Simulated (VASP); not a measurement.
These are PBE GGA, VASP's PBE PAW potentials (set 64) (plane waves; VASP) values and carry that method's errors.

The input files of a VASP run:

INCAR:
```
ALGO=Normal
EDIFF=1E-6
ENCUT=345
GGA=PE
ISIF=2
ISMEAR=0
ISPIN=2
LASPH=.TRUE.
LCHARG=.FALSE.
LMAXMIX=4
LORBIT=11
LREAL=.FALSE.
LWAVE=.FALSE.
MAGMOM=3*4.0 9*2.0
NELM=100
PREC=Accurate
SIGMA=0.05
SYSTEM=FeNi3
```

### POSCAR
```
FeNi3
1
    3.5145000000     0.0000000000     0.0000000000
    0.0000000000     4.9702530000     0.0000000000
    0.0000000000     0.0000000000    16.2755000000
Fe Ni
3 9
Direct
  0.0000000000   0.4581630000   0.3843260000
  0.0000000000   0.9581630000   0.5385580000
  0.0000000000   0.4581630000   0.6927900000
  0.5000000000   0.2081630000   0.3072100000
  0.5000000000   0.7081630000   0.3072100000
  0.0000000000   0.9581630000   0.3843260000
  0.5000000000   0.7081630000   0.4614420000
  0.5000000000   0.2081630000   0.4614420000
  0.0000000000   0.4581630000   0.5385580000
  0.5000000000   0.2081630000   0.6156740000
  0.5000000000   0.7081630000   0.6156740000
  0.0000000000   0.9581630000   0.6927900000
```

KPOINTS:
```
Automatic mesh
0
Gamma
5 3 1
0 0 0
```

POTCAR, in this order: Fe Ni (PBE.64 set). Program: vasp_std.

The cell holds a wide vacuum, so values per volume refer to the whole cell.

Predict the energy per atom (σ→0), cell moment, largest force, band gap (on the k-mesh).

| Item | Result |
|---|---|
| energy per atom (σ→0) | -5.822 eV/atom |
| cell moment | 14.60 μB |
| band gap (on the k-mesh) | none (metal, semimetal or under 0.01 eV) |
| largest force | 0.691 eV/Å |

**OSZICAR**
```
...
DAV:  39    -0.698744378355E+02   -0.43607E-04   -0.10602E-05  2003   0.146E-02    0.104E-02
DAV:  40    -0.698746034669E+02   -0.16563E-03   -0.11710E-05  1905   0.155E-02    0.411E-03
DAV:  41    -0.698746687147E+02   -0.65248E-04   -0.38811E-06  1709   0.656E-03    0.333E-03
DAV:  42    -0.698746937762E+02   -0.25062E-04   -0.17391E-06  1530   0.445E-03    0.203E-03
DAV:  43    -0.698747020510E+02   -0.82748E-05   -0.51372E-07  1354   0.273E-03    0.168E-03
DAV:  44    -0.698747044859E+02   -0.24349E-05   -0.21633E-07  1336   0.286E-03    0.177E-03
DAV:  45    -0.698747048870E+02   -0.40109E-06   -0.65756E-08  1283   0.244E-03
   1 F= -.69874705E+02 E0= -.69865427E+02  d E =-.185555E-01  mag=    14.6024
```

The cell is a sheet with vacuum, built from a generated structure.
